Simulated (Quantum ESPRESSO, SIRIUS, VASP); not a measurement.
HfIn4SiO6: programs and potentials compared

```
Hf In Si O
1.0
     5.69867    0.00381    0.01559
    -0.70506    6.10815   -0.00575
    -2.73718   -1.39557    6.63076
Hf In Si O
1 4 1 6
Direct
  0.12287 0.00913 0.14169
  0.38624 0.01360 0.72810
  0.75398 0.00837 0.49130
  0.23593 0.49030 0.53565
  0.59137 0.48337 0.20264
  0.86161 0.44176 0.85785
  0.54610 0.38744 0.78415
  0.93284 0.39302 0.65663
  0.98608 0.26367 0.99616
  0.99062 0.69058 0.98072
  0.08405 0.07013 0.40080
  0.48645 0.11123 0.21932
```

The cell comes from a database or a generator and needn't be the stable form of this composition.

Atoms were shifted at random by some hundredths of an Å from the given cell, which wasn't relaxed again for these runs.

Alike in all runs: task single point; functional PBE; k mesh 5 × 5 × 4; occupations fermi-dirac, width 0.05 eV; no spin polarisation; no spin-orbit coupling. Pressure is positive in compression and, in plane waves, holds the error of the finite cutoff.

| program and potentials | plane-wave cutoff (eV) | notes | pressure (GPa) | largest force (eV/Å) |
| --- | --- | --- | --- | --- |
| Quantum ESPRESSO, SSSP 1.3 efficiency PBE | 816 | 8.67 valence electrons an atom on average | 0.04 | 2.610 |
| SIRIUS, PseudoDojo 0.4.1 PBE standard (scalar relativistic) | 1152 | 8.67 valence electrons an atom on average | -0.05 | 2.515 |
| VASP, PBE PAW files Hf_pv, In_d, O, Si, 520 eV | 520 | 8.5 valence electrons an atom on average | 0.06 | 2.629 |

Force on atom 10 (O), eV/Å:

```
                                     program and potentials       x      y      z
                  Quantum ESPRESSO, SSSP 1.3 efficiency PBE  -0.049  2.140  1.494
SIRIUS, PseudoDojo 0.4.1 PBE standard (scalar relativistic)  -0.068  2.056  1.447
             VASP, PBE PAW files Hf_pv, In_d, O, Si, 520 eV  -0.053  2.154  1.506
```

The pressure spans -0.05 (SIRIUS, PseudoDojo 0.4.1 PBE standard (scalar relativistic)) to 0.06 GPa (VASP, PBE PAW files Hf_pv, In_d, O, Si, 520 eV).

The functional is the same throughout but for its coding, so the spread measures potentials, basis and numerics; runs on potential files found faulty are left out.
